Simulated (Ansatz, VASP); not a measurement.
## CdS (Greenockite): VASP beside Ansatz

Wanted: the spread between two codes on one cell, functional and k mesh. The cell is taken from a series of runs on this material, whose earlier steps may have relaxed, scaled, displaced or heated it; both programs get it as it stands.

Main program and level: Ansatz 0.2.0; plane waves, with VASP 6.6.1 beside it; relaxation of cell and atoms at r2SCAN.

**1. Starting point**

It takes space group P6_3mc (No. 186, hexagonal). Conventional cell: a = 4.165 Å, b = 4.165 Å, c = 6.768 Å, α = 90.00°, β = 90.00°, γ = 120.00°. Cd has 4 S at 2.54 to 2.55 Å nearest. S has 4 Cd at 2.54 to 2.55 Å nearest. Farther neighbours and most contacts between anions are not listed.

Coordinates:

```xyz
4
Lattice="4.1646 0.0000 0.0000 -2.0823 3.6067 0.0000 0.0000 0.0000 6.7678" Properties=species:S:1:pos:R:3 pbc="T T T"
Cd    0.0000    2.4045    6.7614
Cd    2.0823    1.2022    3.3774
S     0.0000    2.4045    2.5444
S     2.0823    1.2022    5.9283
```

**2. VASP: relaxation of cell and atoms, r2SCAN**

The relaxed volume is the usual yardstick between codes: in a stiff, nearly cubic crystal its relative difference is about their pressure difference at one cell divided by the bulk modulus.

Lines of VASP's logs that name or quote its potential files are left out, and so is its time.

The input, INCAR:

```
SYSTEM = CdS
PREC = Accurate
ENCUT = 550
EDIFF = 1E-07
NELM = 120
ISMEAR = 0
SIGMA = 0.01
LREAL = .FALSE.
ALGO = Normal
METAGGA = R2SCAN
LASPH = .TRUE.
NBANDS = 24
LORBIT = 11
LWAVE = .FALSE.
LCHARG = .FALSE.
ISIF = 3
IBRION = 2
NSW = 80
EDIFFG = -0.005
GGA_COMPAT = .FALSE.
NELMIN = 4
EFERMI = MIDGAP
LMIXTAU = .TRUE.
```

The input, POSCAR:

```
CdS
1.0
    4.1646340000      0.0000000000      0.0000000000
   -2.0823170000      3.6066790000      0.0000000000
    0.0000000000      0.0000000000      6.7678360000
Cd S
2 2
Direct
    0.3333333795      0.6666667591      0.9990441553
    0.6666666205      0.3333332409      0.4990441553
    0.3333333795      0.6666667591      0.3759559186
    0.6666666205      0.3333332409      0.8759559186
```

The input, KPOINTS:

```
Automatic mesh
0
Gamma
9 9 4
0 0 0
```

PAW data sets: Cd and S (PBE family, release 64).

Run with:

```sh
$ mpirun -np 1 vasp_std
```

Numbers of over 12 decimals in the logs are rounded to 6 here.

Log:

```text
[banner, memory and clock lines left out]
running    1 mpi-ranks, on    1 nodes
 distrk:  each k-point on    1 cores,    1 groups
 distr:  one band on    1 cores,    1 groups

 POSCAR found type information on POSCAR CdS
 POSCAR found :  2 types and       4 ions
|                                                                             |
|               ----> ADVICE to this user running VASP <----                  |
|                                                                             |
|     You enforced a specific xc type in the INCAR file but a different       |
|     [... a line on the potential file left out ...]
|     I HOPE YOU KNOW WHAT YOU ARE DOING!                                     |
|                                                                             |

 LDA part: xc-table for (None), standard interpolation
 POSCAR, INCAR and KPOINTS ok, starting setup
 FFT: planning ... GRIDC
 FFT: planning ... GRID_SOFT
 FFT: planning ... GRID
 WAVECAR not read
 entering main loop
       N       E                     dE             d eps       ncg     rms          rms(c)
DAV:   1     0.202622943961E+03    0.20262E+03   -0.18521E+04  1728   0.147E+03
DAV:   2    -0.561510948141E+02   -0.25877E+03   -0.25079E+03  1984   0.348E+02
DAV:   3    -0.696266444030E+02   -0.13476E+02   -0.13414E+02  2128   0.810E+01
DAV:   4    -0.697547934393E+02   -0.12815E+00   -0.12809E+00  2032   0.782E+00
DAV:   5    -0.697569200550E+02   -0.21266E-02   -0.21263E-02  2192   0.961E-01    0.105E+01
DAV:   6    -0.626859099364E+02    0.70710E+01   -0.69751E+00  2008   0.349E+01    0.118E+01
DAV:   7    -0.604796794592E+02    0.22062E+01   -0.81948E-01  1752   0.884E+00    0.874E+00
DAV:   8    -0.615338224253E+02   -0.10541E+01   -0.65917E-01  1744   0.798E+00    0.105E+00
DAV:   9    -0.584443151845E+02    0.30895E+01   -0.12817E+00  1768   0.782E+00    0.105E+00
DAV:  10    -0.588572049450E+02   -0.41289E+00   -0.13349E-01  1752   0.277E+00    0.835E-01
DAV:  11    -0.588385398189E+02    0.18665E-01   -0.29875E-03  2216   0.468E-01    0.904E-01
DAV:  12    -0.590981904533E+02   -0.25965E+00   -0.63162E-02  1776   0.160E+00    0.331E-01
DAV:  13    -0.593835914007E+02   -0.28540E+00   -0.20558E-01  1896   0.289E+00    0.399E-01
DAV:  14    -0.593661329749E+02    0.17458E-01   -0.15343E-02  1992   0.100E+00    0.209E-01
[...]
DAV:  21    -0.593825176129E+02   -0.10346E-03   -0.66289E-05  1792   0.792E-02    0.189E-02
DAV:  22    -0.593825238367E+02   -0.62237E-05   -0.80072E-06  2088   0.293E-02    0.108E-02
DAV:  23    -0.593825278933E+02   -0.40566E-05   -0.30132E-06  1856   0.134E-02    0.520E-03
DAV:  24    -0.593825277889E+02    0.10433E-06   -0.28497E-07  1504   0.550E-03    0.334E-03
DAV:  25    -0.593825281044E+02   -0.31543E-06   -0.52964E-08  1400   0.214E-03    0.148E-03
DAV:  26    -0.593825278619E+02    0.24247E-06   -0.28451E-08  1016   0.146E-03    0.425E-04
DAV:  27    -0.593825281109E+02   -0.24900E-06   -0.18218E-08   952   0.143E-03    0.178E-04
DAV:  28    -0.593825280798E+02    0.31060E-07   -0.17817E-09   920   0.340E-04
   1 F= -.59382528E+02 E0= -.59382528E+02  d E =-.593825E+02
 curvature:   0.00 expect dE= 0.000E+00 dE for cont linesearch  0.000E+00
 trial: gam= 0.00000 g(F)=  0.155E-06 g(S)=  0.947E-03 ort = 0.000E+00 (trialstep = 0.100E+01)
 search vector abs. value=  0.947E-03
 bond charge predicted
       N       E                     dE             d eps       ncg     rms          rms(c)
DAV:   1    -0.593934876042E+02   -0.10959E-01   -0.24377E-01  1792   0.523E+00    0.837E-01
DAV:   2    -0.593834546063E+02    0.10033E-01   -0.25643E-02  1920   0.201E+00    0.295E-01
DAV:   3    -0.593829433048E+02    0.51130E-03   -0.23384E-03  1744   0.472E-01    0.257E-01
DAV:   4    -0.593819808111E+02    0.96249E-03   -0.11447E-03  1728   0.271E-01    0.707E-02
DAV:   5    -0.593821703035E+02   -0.18949E-03   -0.12172E-03  1728   0.319E-01    0.241E-02
DAV:   6    -0.593826700203E+02   -0.49972E-03   -0.62065E-04  1728   0.230E-01    0.169E-02
DAV:   7    -0.593827794931E+02   -0.10947E-03   -0.24423E-05  1880   0.476E-02    0.795E-03
DAV:   8    -0.593827817932E+02   -0.23001E-05   -0.79493E-07  2064   0.802E-03    0.569E-03
DAV:   9    -0.593828011523E+02   -0.19359E-04   -0.10371E-05  1736   0.321E-02    0.165E-03
DAV:  10    -0.593828013849E+02   -0.23256E-06   -0.26708E-07  1752   0.532E-03    0.150E-03
DAV:  11    -0.593828014420E+02   -0.57137E-07   -0.16802E-08   976   0.118E-03
   2 F= -.59382801E+02 E0= -.59382801E+02  d E =-.273362E-03
 trial-energy change:   -0.000273  1 .order   -0.000280   -0.000947    0.000387
 step:   0.7036(harm=  0.7098)  dis= 0.00003  next Energy=   -59.382859 (dE=-0.331E-03)
 bond charge predicted
       N       E                     dE             d eps       ncg     rms          rms(c)
DAV:   1    -0.593837935217E+02   -0.99214E-03   -0.21354E-02  1800   0.154E+00    0.245E-01
DAV:   2    -0.593828976828E+02    0.89584E-03   -0.22864E-03  1912   0.599E-01    0.860E-02
DAV:   3    -0.593828572041E+02    0.40479E-04   -0.20919E-04  1744   0.140E-01    0.745E-02
DAV:   4    -0.593827813133E+02    0.75891E-04   -0.10001E-04  1728   0.803E-02    0.206E-02
DAV:   5    -0.593828032424E+02   -0.21929E-04   -0.10560E-04  1728   0.944E-02    0.727E-03
DAV:   6    -0.593828456462E+02   -0.42404E-04   -0.53596E-05  1728   0.680E-02    0.525E-03
DAV:   7    -0.593828556611E+02   -0.10015E-04   -0.22135E-06  1864   0.144E-02    0.239E-03
DAV:   8    -0.593828555426E+02    0.11851E-06   -0.59811E-08  1440   0.228E-03    0.168E-03
DAV:   9    -0.593828572421E+02   -0.16995E-05   -0.93120E-07  1736   0.969E-03    0.490E-04
DAV:  10    -0.593828572717E+02   -0.29524E-07   -0.24263E-08   976   0.166E-03
   3 F= -.59382857E+02 E0= -.59382857E+02  d E =-.329192E-03
 curvature:  -0.35 expect dE=-0.184E-06 dE for cont linesearch -0.175E-06
 trial: gam=-0.02226 g(F)=  0.162E-07 g(S)=  0.504E-06 ort = 0.216E-04 (trialstep = 0.941E+00)
 search vector abs. value=  0.273E-07
 reached required accuracy - stopping structural energy minimisation
```

OUTCAR, selected parts (step 2):

```text
ion  position               nearest neighbor table
   1  0.333  0.667  0.999-   4 2.54   4 2.54   4 2.54   3 2.55
   2  0.667  0.333  0.499-   3 2.54   3 2.54   3 2.54   4 2.55
   3  0.333  0.667  0.376-   2 2.54   2 2.54   2 2.54   1 2.55
   4  0.667  0.333  0.876-   1 2.54   1 2.54   1 2.54   2 2.55

  LATTYP: Found a hexagonal cell.
 ALAT       =     4.1646340000
 C/A-ratio  =     1.6250734158

 Subroutine GETGRP returns: Found 12 space group operations
 (whereof  6 operations were pure point group operations)

The static configuration has the point symmetry C_3v.
 The point group associated with its full space group is C_6v.

 Found     36 irreducible k-points:

   k-points           NKPTS =     36   k-points in BZ     NKDIM =     36   number of bands    NBANDS=     24

   dimension x,y,z NGX =    32 NGY =   32 NGZ =   54
   dimension x,y,z NGXF=    64 NGYF=   64 NGZF=  108

   ENCUT  =  550.0 eV  40.42 Ry    6.36 a.u.   7.96  7.96 12.94*2*pi/ulx,y,z

   NELECT =      36.0000    total number of electrons

 k-points in reciprocal lattice and weights: Automatic mesh
   0.00000000  0.00000000  0.00000000       0.003
   0.11111111 -0.00000000  0.00000000       0.019
   0.22222222  0.00000000  0.00000000       0.019
   0.33333333  0.00000000  0.00000000       0.019
   0.44444444  0.00000000  0.00000000       0.019
   0.11111111  0.11111111  0.00000000       0.019
   0.22222222  0.11111111  0.00000000       0.037
   0.33333333  0.11111111  0.00000000       0.037
   0.44444444  0.11111111  0.00000000       0.019
[...]
0.33333333  0.22222222  0.50000000       0.037
   0.33333333  0.33333333  0.50000000       0.006

 average (electrostatic) potential at core
       1 -44.9948       2 -44.9948       3 -92.3499       4 -92.3499

 E-fermi :   1.6148

 k-point     1 :       0.0000    0.0000    0.0000
  band No.  band energies     occupation
    ...
     14       0.0704      2.00000
     15       0.0704      2.00000
     16       0.7694      2.00000
     17       0.8072      2.00000
     18       0.8072      2.00000
     19       2.4224      0.00000
     20       4.0222      0.00000
     21       7.7975      0.00000
     22       7.7975      0.00000
     23       8.1338      0.00000
    ...

 k-point     2 :       0.1111   -0.0000    0.0000
  band No.  band energies     occupation
    ...
     14      -0.4104      2.00000
     15      -0.0798      2.00000
     16       0.1682      2.00000
     17       0.6835      2.00000
     18       0.7219      2.00000
     19       3.0456      0.00000
     20       4.4861      0.00000
     21       7.3380      0.00000
     22       7.9925      0.00000
     23       8.2913      0.00000
    ...

 k-point     3 :       0.2222    0.0000    0.0000
  band No.  band energies     occupation
    ...
     14      -1.3515      2.00000
     15      -0.8336      2.00000
     16      -0.4264      2.00000
     17       0.4233      2.00000
     18       0.5017      2.00000
     19       3.9735      0.00000
     20       5.1582      0.00000
     21       6.7788      0.00000
     22       7.7813      0.00000
     23       8.3333      0.00000
    ...

  Total        0.0032634      0.0032634      0.0045232      0.0000000      0.0000000      0.0000000
  in kB        0.0512226      0.0512226      0.0709961      0.0000000      0.0000000      0.0000000
  external PRESSURE =       0.0578138 kB  Pullay stress =       0.0000000 kB

  energy-cutoff  :      550.00
  volume of cell :      102.08
      direct lattice vectors                 reciprocal lattice vectors
     4.170355719  0.000000000  0.000000000     0.239787699  0.138441486 -0.000000000
    -2.085177860  3.611634155 -0.000000000     0.000000000  0.276882972  0.000000000
     0.000000000  0.000000000  6.777113957     0.000000000  0.000000000  0.147555435

 POSITION                                       TOTAL-FORCE (eV/Angst)
 -----------------------------------------------------------------------------------
     -0.00000      2.40776      6.77067        -0.000000     -0.000000      0.000290
      2.08518      1.20388      3.38211         0.000000      0.000000      0.000290
     -0.00000      2.40776      2.54787         0.000000     -0.000000     -0.000290
      2.08518      1.20388      5.93642        -0.000000      0.000000     -0.000290
 -----------------------------------------------------------------------------------
    total drift:                               -0.000000     -0.000000      0.003250

  FREE ENERGIE OF THE ION-ELECTRON SYSTEM (eV)
  ---------------------------------------------------
  free  energy   TOTEN  =       -59.3828572717 eV

  energy  without entropy=      -59.3828572717  energy(sigma->0) =      -59.38285727

 reached required accuracy - stopping structural energy minimisation

 total charge
# of ion       s       p       d       tot
------------------------------------------
    1        0.399   0.304   9.582  10.285
    2        0.399   0.304   9.582  10.285
    3        1.311   2.422   0.000   3.733
    4        1.311   2.422   0.000   3.733
--------------------------------------------------
tot          3.420   5.452  19.165  28.036

[... 3 further parts left out ...]
```

The run keeps the 12 symmetry operations of its start, so it cannot find a distortion of lower symmetry.

(Continued in part 2 of 2.)

[Lines on the potential files, build, host, timing and source positions are cut from VASP's logs without a mark.]

[Logs are printed without paths, hosts, clocks, repeated set-up lines and the standing remarks that a program may print on its own settings, such as how far it seeks lower states.]

[Hosts, paths, dates, database ids (printed as entryN), source tags and the programs' standing remarks are cut or masked in the printed files.]
